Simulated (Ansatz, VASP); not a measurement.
# WC (Qusongite): VASP beside Ansatz, part 2 of 2

One calculation is typed for both programs; each brings its own data sets. How far apart do they land? The cell is taken from a series of runs on this material, whose earlier steps may have relaxed, scaled, displaced or heated it; both programs get it as it stands.

VASP 6.6.1 and Ansatz 0.2.0.

So far: The starting structure; Ansatz: zone-centre phonons, PBEsol.

## Step 3: VASP: zone-centre phonons, PBEsol

Level of this step: PBEsol; plane waves and PAW (C, W) (VASP).

The same cell, functional, mesh and smearing now go to VASP, with its own data sets.

Lines of VASP's logs that name or quote its potential files are left out, and so is its time.

INCAR reads:

```
SYSTEM = WC
PREC = Accurate
ENCUT = 600
EDIFF = 1E-08
NELM = 120
ISMEAR = 1
SIGMA = 0.2
LREAL = .FALSE.
ALGO = Normal
GGA = PS
NBANDS = 11
LASPH = .TRUE.
LORBIT = 11
LWAVE = .FALSE.
LCHARG = .FALSE.
ISIF = 2
IBRION = 8
GGA_COMPAT = .FALSE.
KPAR = 2
```

POSCAR reads:

```
WC
1.0
    2.8125970484      0.0000000000      0.0000000000
   -1.4062985242      2.4357804945      0.0000000000
    0.0000000000      0.0000000000      2.7633907398
C W
1 1
Direct
    0.6666666667      0.3333333333      0.5000000000
    0.0000000000      1.0000000000      0.0000000000
```

KPOINTS reads:

```
Automatic mesh
0
Gamma
18 18 16
0 0 0
```

Potentials, in the order of the species: C and W (PBE family, release 64).

Started as:

```sh
$ mpirun -np 2 vasp_std
```

Numbers of over 12 decimals in the logs are rounded to 6 here.

Log:

```text
[banner, memory and clock lines left out]
running    2 mpi-ranks, on    1 nodes
 distrk:  each k-point on    1 cores,    2 groups
 distr:  one band on    1 cores,    1 groups

 POSCAR found type information on POSCAR C W
 POSCAR found :  2 types and       2 ions
|                                                                             |
|               ----> ADVICE to this user running VASP <----                  |
|                                                                             |
|     You enforced a specific xc type in the INCAR file but a different       |
|     [... a line on the potential file left out ...]
|     I HOPE YOU KNOW WHAT YOU ARE DOING!                                     |
|                                                                             |

 LDA part: xc-table for (Slater+PW92), standard interpolation
 POSCAR, INCAR and KPOINTS ok, starting setup
 FFT: planning ... GRIDC
 FFT: planning ... GRID_SOFT
 FFT: planning ... GRID
 WAVECAR not read
 entering main loop
       N       E                     dE             d eps       ncg     rms          rms(c)
DAV:   1     0.303396912210E+02    0.30340E+02   -0.55303E+03  7326   0.937E+02
DAV:   2    -0.246086100038E+02   -0.54948E+02   -0.52491E+02  8405   0.223E+02
DAV:   3    -0.267305731566E+02   -0.21220E+01   -0.21020E+01  9115   0.363E+01
DAV:   4    -0.267430247982E+02   -0.12452E-01   -0.12448E-01  8062   0.331E+00
DAV:   5    -0.267430758400E+02   -0.51042E-04   -0.51041E-04  8995   0.206E-01    0.407E+01
DAV:   6    -0.239060575508E+02    0.28370E+01   -0.11478E+01  8677   0.215E+01    0.148E+01
DAV:   7    -0.238309713948E+02    0.75086E-01   -0.50919E-01  7626   0.593E+00    0.938E+00
DAV:   8    -0.237908655602E+02    0.40106E-01   -0.64669E-02  7987   0.183E+00    0.178E+00
DAV:   9    -0.237864882419E+02    0.43773E-02   -0.12252E-02  8064   0.731E-01    0.181E-01
DAV:  10    -0.237864773483E+02    0.10894E-04   -0.68222E-04  8574   0.207E-01    0.114E-01
DAV:  11    -0.237864681595E+02    0.91888E-05   -0.61873E-05  8903   0.593E-02    0.785E-03
DAV:  12    -0.237864668182E+02    0.13413E-05   -0.25671E-06  8121   0.116E-02    0.101E-02
DAV:  13    -0.237864669030E+02   -0.84781E-07   -0.24246E-07  8292   0.415E-03    0.960E-04
DAV:  14    -0.237864668858E+02    0.17179E-07   -0.49906E-09  4567   0.588E-04    0.163E-03
DAV:  15    -0.237864669193E+02   -0.33514E-07   -0.11998E-09  3942   0.375E-04    0.337E-04
DAV:  16    -0.237864669193E+02   -0.18645E-10   -0.10414E-10  3834   0.134E-04
   1 F= -.23786467E+02 E0= -.23786457E+02  d E =-.303437E-04
 Linear response reoptimize wavefunctions to high precision
DAV:   1    -0.237864669202E+02   -0.91563E-09   -0.27891E-11  4200   0.447E-05
DAV:   2    -0.237864669202E+02   -0.22737E-12   -0.28003E-12  3780   0.189E-05
 Linear response DOF=           4
 Linear response progress:
  Degree of freedom:   1/  4
       N       E                     dE             d eps       ncg     rms          rms(c)
RMM:   1    -0.119024621304E+00   -0.11902E+00    0.54514E-02 77688   0.208E+00
RMM:   2    -0.117763359167E+00    0.12613E-02   -0.21281E-03 50639   0.448E-01    0.239E-01
RMM:   3    -0.118004307903E+00   -0.24095E-03   -0.51087E-04 47945   0.156E-01    0.127E-01
RMM:   4    -0.118858570248E+00   -0.85426E-03   -0.38729E-04 48129   0.129E-01    0.286E-02
RMM:   5    -0.118822347454E+00    0.36223E-04   -0.58935E-06 52774   0.220E-02    0.158E-03
RMM:   6    -0.118841122898E+00   -0.18775E-04   -0.40251E-07 52686   0.309E-03    0.635E-04
RMM:   7    -0.118836979324E+00    0.41436E-05   -0.12663E-08 53328   0.501E-04    0.907E-05
RMM:   8    -0.118837245537E+00   -0.26621E-06   -0.18194E-08 54436   0.951E-05    0.469E-05
RMM:   9    -0.118837072458E+00    0.17308E-06   -0.55710E-09 55732   0.228E-05    0.444E-06
RMM:  10    -0.118837049562E+00    0.22895E-07   -0.34407E-09 51965   0.514E-06    0.200E-06
RMM:  11    -0.118837042467E+00    0.70951E-08   -0.15875E-09 44477   0.277E-06    0.131E-07
 first order change of Fermi-energy   0.63173E-05
 force on displaced ion       1 direction 1 : -21.012   0.002   0.000
 Linear response progress:
  Degree of freedom:   2/  4
       N       E                     dE             d eps       ncg     rms          rms(c)
RMM:   1    -0.123708829384E+00   -0.12371E+00    0.68089E-02 27391   0.219E+00
RMM:   2    -0.123172473821E+00    0.53636E-03   -0.22639E-03 17941   0.472E-01    0.208E-01
RMM:   3    -0.123231783694E+00   -0.59310E-04   -0.89447E-04 16923   0.200E-01    0.100E-01
RMM:   4    -0.124212960849E+00   -0.98118E-03   -0.64152E-04 17278   0.156E-01    0.227E-02
RMM:   5    -0.124209675560E+00    0.32853E-05   -0.14136E-05 18435   0.282E-02    0.344E-03
RMM:   6    -0.124251582624E+00   -0.41907E-04   -0.10838E-06 17970   0.694E-03    0.490E-04
RMM:   7    -0.124251334812E+00    0.24781E-06   -0.57408E-08 18959   0.118E-03    0.132E-04
RMM:   8    -0.124250840814E+00    0.49400E-06   -0.61156E-09 18956   0.143E-04    0.585E-05
RMM:   9    -0.124250575938E+00    0.26488E-06   -0.23272E-09 19346   0.375E-05    0.108E-05
RMM:  10    -0.124250498619E+00    0.77319E-07   -0.17756E-09 19442   0.162E-05    0.106E-06
RMM:  11    -0.124250489812E+00    0.88077E-08   -0.18026E-09 18285   0.444E-06    0.620E-07
 first order change of Fermi-energy   0.24036E-03
 force on displaced ion       1 direction 3 :  -0.000  -0.000 -21.320
 Linear response progress:
  Degree of freedom:   3/  4
       N       E                     dE             d eps       ncg     rms          rms(c)
RMM:   1    -0.110425119876E+00   -0.11043E+00   -0.83995E-02 65747   0.201E+00
RMM:   2    -0.107395473158E+00    0.30296E-02   -0.20008E-03 49722   0.368E-01    0.229E-01
RMM:   3    -0.106459188323E+00    0.93628E-03   -0.32430E-04 52144   0.114E-01    0.135E-01
RMM:   4    -0.106054298373E+00    0.40489E-03   -0.52439E-04 52424   0.144E-01    0.213E-02
RMM:   5    -0.106071069947E+00   -0.16772E-04    0.81689E-07 54320   0.168E-02    0.405E-03
RMM:   6    -0.106073690332E+00   -0.26204E-05   -0.13792E-07 54083   0.221E-03    0.142E-03
RMM:   7    -0.106073516178E+00    0.17415E-06    0.53689E-08 53910   0.972E-04    0.107E-04
RMM:   8    -0.106072729474E+00    0.78670E-06   -0.12907E-07 55526   0.194E-04    0.223E-05
RMM:   9    -0.106072743242E+00   -0.13768E-07   -0.22253E-08 56620   0.343E-05    0.533E-06
RMM:  10    -0.106072728817E+00    0.14425E-07    0.15897E-09 55157   0.732E-06    0.163E-06
RMM:  11    -0.106072727597E+00    0.12199E-08   -0.13786E-09 43287   0.380E-06    0.453E-07
 first order change of Fermi-energy  -0.59327E-04
 force on displaced ion       2 direction 1 : -21.016   0.002   0.000
 Linear response progress:
  Degree of freedom:   4/  4
       N       E                     dE             d eps       ncg     rms          rms(c)
RMM:   1    -0.116210526350E+00   -0.11621E+00   -0.89867E-02 23993   0.205E+00
RMM:   2    -0.112516023573E+00    0.36945E-02   -0.23122E-03 17489   0.417E-01    0.184E-01
RMM:   3    -0.111878625215E+00    0.63740E-03   -0.22630E-04 18352   0.106E-01    0.102E-01
RMM:   4    -0.111802997543E+00    0.75628E-04   -0.37010E-04 18296   0.130E-01    0.148E-02
RMM:   5    -0.111815685249E+00   -0.12688E-04   -0.27844E-06 19166   0.140E-02    0.506E-03
RMM:   6    -0.111828644421E+00   -0.12959E-04    0.93680E-08 19084   0.211E-03    0.115E-03
RMM:   7    -0.111829363929E+00   -0.71951E-06    0.97758E-09 18801   0.713E-04    0.211E-04
RMM:   8    -0.111829073955E+00    0.28997E-06   -0.64368E-09 19517   0.146E-04    0.439E-05
RMM:   9    -0.111828751698E+00    0.32226E-06    0.77701E-10 19692   0.532E-05    0.490E-06
RMM:  10    -0.111828728760E+00    0.22938E-07    0.31342E-09 19954   0.120E-05    0.125E-06
RMM:  11    -0.111828729178E+00   -0.41808E-09   -0.11430E-09 16814   0.376E-06    0.352E-07
 first order change of Fermi-energy  -0.55629E-03
 force on displaced ion       2 direction 3 :  -0.000  -0.000 -21.318
 Linear response finished
```

From OUTCAR (step 3):

```text
ion  position               nearest neighbor table
   1  0.667  0.333  0.500-   2 2.13   2 2.13   2 2.13   2 2.13   2 2.13   2 2.13
   2  0.000  0.000  0.000-   1 2.13   1 2.13   1 2.13   1 2.13   1 2.13   1 2.13

  LATTYP: Found a hexagonal cell.
 ALAT       =     2.8125970484
 C/A-ratio  =     0.9825050273

 Subroutine GETGRP returns: Found 12 space group operations
 (whereof 12 operations were pure point group operations)

The static configuration has the point symmetry D_3h.

 Found    333 irreducible k-points:

   k-points           NKPTS =    333   k-points in BZ     NKDIM =    333   number of bands    NBANDS=     11

   dimension x,y,z NGX =    24 NGY =   24 NGZ =   24
   dimension x,y,z NGXF=    48 NGYF=   48 NGZF=   48

   ENCUT  =  600.0 eV  44.10 Ry    6.64 a.u.   5.62  5.62  5.52*2*pi/ulx,y,z

   NELECT =      10.0000    total number of electrons

 k-points in reciprocal lattice and weights: Automatic mesh
   0.00000000  0.00000000  0.00000000       0.000
   0.05555556  0.00000000  0.00000000       0.001
   0.11111111  0.00000000  0.00000000       0.001
   0.16666667  0.00000000  0.00000000       0.001
   0.22222222  0.00000000  0.00000000       0.001
   0.27777778  0.00000000  0.00000000       0.001
   0.33333333  0.00000000  0.00000000       0.001
   0.38888889  0.00000000  0.00000000       0.001
   0.44444444  0.00000000  0.00000000       0.001
[...]
0.33333333  0.27777778  0.50000000       0.002
   0.33333333  0.33333333  0.50000000       0.000

 average (electrostatic) potential at core
       1 -45.1245       2 -35.6174

  Total        4.8455278      4.8455278      4.9729437      0.0000000      0.0000000     -0.0000000
  in kB      410.0753929    410.0753929    420.8585576      0.0000000      0.0000000     -0.0000000
  external PRESSURE =     413.6697812 kB  Pullay stress =       0.0000000 kB

  energy-cutoff  :      600.00
  volume of cell :       18.93
      direct lattice vectors                 reciprocal lattice vectors
     2.812597048  0.000000000  0.000000000     0.355543287  0.205273013  0.000000000
    -1.406298524  2.435780494  0.000000000     0.000000000  0.410546025  0.000000000
     0.000000000  0.000000000  2.763390740     0.000000000  0.000000000  0.361874268

 POSITION                                       TOTAL-FORCE (eV/Angst)
 -----------------------------------------------------------------------------------
      1.40630      0.81193      1.38170         0.000000     -0.000000      0.000000
      0.00000      0.00000      0.00000        -0.000000      0.000000      0.000000
 -----------------------------------------------------------------------------------
    total drift:                               -0.000000      0.000000      0.000000

 Eigenvectors and eigenvalues of the dynamical matrix
 ----------------------------------------------------

   1 f  =   21.497696 THz   135.074008 2PiTHz  717.085952 cm-1    88.907287 meV
             X         Y         Z           dx          dy          dz
      1.406299  0.811927  1.381695     0.000000   -0.000000   -0.968855
      0.000000  0.000000  0.000000     0.000000    0.000000    0.247629

   2 f  =   21.342079 THz   134.096237 2PiTHz  711.895127 cm-1    88.263707 meV
             X         Y         Z           dx          dy          dz
      1.406299  0.811927  1.381695     0.968846   -0.000000    0.000000
      0.000000  0.000000  0.000000    -0.247662   -0.000000    0.000000

   3 f  =   21.342079 THz   134.096237 2PiTHz  711.895127 cm-1    88.263707 meV
             X         Y         Z           dx          dy          dz
      1.406299  0.811927  1.381695    -0.000000   -0.968846    0.000000
      0.000000  0.000000  0.000000     0.000000    0.247662    0.000000

   4 f/i=    0.000178 THz     0.001117 2PiTHz    0.005932 cm-1     0.000735 meV
             X         Y         Z           dx          dy          dz
      1.406299  0.811927  1.381695     0.000000   -0.000000   -0.247629
      0.000000  0.000000  0.000000     0.000000    0.000000   -0.968855

   5 f/i=    0.000559 THz     0.003513 2PiTHz    0.018649 cm-1     0.002312 meV
             X         Y         Z           dx          dy          dz
      1.406299  0.811927  1.381695    -0.074091    0.236320   -0.000000
      0.000000  0.000000  0.000000    -0.289841    0.924476    0.000000

   6 f/i=    0.000559 THz     0.003513 2PiTHz    0.018649 cm-1     0.002312 meV
             X         Y         Z           dx          dy          dz
      1.406299  0.811927  1.381695    -0.236320   -0.074091    0.000000
      0.000000  0.000000  0.000000    -0.924476   -0.289841    0.000000

 ELASTIC MODULI CONTR FROM IONIC RELAXATION (kBar)
 Direction    XX          YY          ZZ          XY          YZ          ZX
 --------------------------------------------------------------------------------
 XX        -389.9309    389.9309      0.0000     -0.0000      0.0000      0.0000
 YY         389.9309   -389.9309      0.0000      0.0000      0.0000      0.0000
 ZZ           0.0000      0.0000      0.0000      0.0000      0.0000      0.0000
 XY          -0.0000      0.0000      0.0000   -389.9309      0.0000      0.0000
 YZ           0.0000      0.0000      0.0000      0.0000      0.0000      0.0000
 ZX           0.0000      0.0000      0.0000      0.0000      0.0000      0.0000
 --------------------------------------------------------------------------------
```

## Step 4: Differences

Known differences besides the potentials themselves: the data sets hold 18 valence electrons in Ansatz (on its PAW soft_1 files) and 10 in VASP; the cutoff is 420 eV in Ansatz and 600 eV in VASP; Ansatz makes its cores anew for this functional, VASP keeps those of its PBE data sets. Total energies have different zeros and are not compared.

Compared:

```tsv
quantity	Ansatz	VASP	difference
optical mode 1 to 2 (cm⁻¹)	701.9	711.9	-1.41 %
optical mode 3 (cm⁻¹)	703.3	717.1	-1.93 %
```

Modes are paired by rising frequency, not by their patterns, so a pair may set unlike modes beside each other; they are those without the splitting of longitudinal modes.

## Step 5: Outcome

* r.m.s. difference of the optical zone-centre modes, each program's sorted by frequency (zone-centre phonons, PBEsol): 11 cm⁻¹
* difference in optical mode 3 (zone-centre phonons, PBEsol): -1.9 %

In words: The r.m.s. difference of the optical zone-centre modes, each program's sorted by frequency is 11 cm⁻¹ (zone-centre phonons, PBEsol). The data sets hold unlike numbers of valence electrons (18 in Ansatz and 10 in VASP), so part of the differences comes from the potentials. Among the rows given in per cent, the largest difference of the zone-centre phonons, PBEsol pair is in optical mode 3, -1.9 %. How closely two codes agree says nothing of how well the functional describes the real material.

[Lines on the potential files, build, host, timing and source positions are cut from VASP's logs without a mark.]

[Logs are printed without paths, hosts, clocks, repeated set-up lines and the standing remarks that a program may print on its own settings, such as how far it seeks lower states.]

[Hosts, paths, dates, database ids (printed as entryN), source tags and the programs' standing remarks are cut or masked in the printed files.]
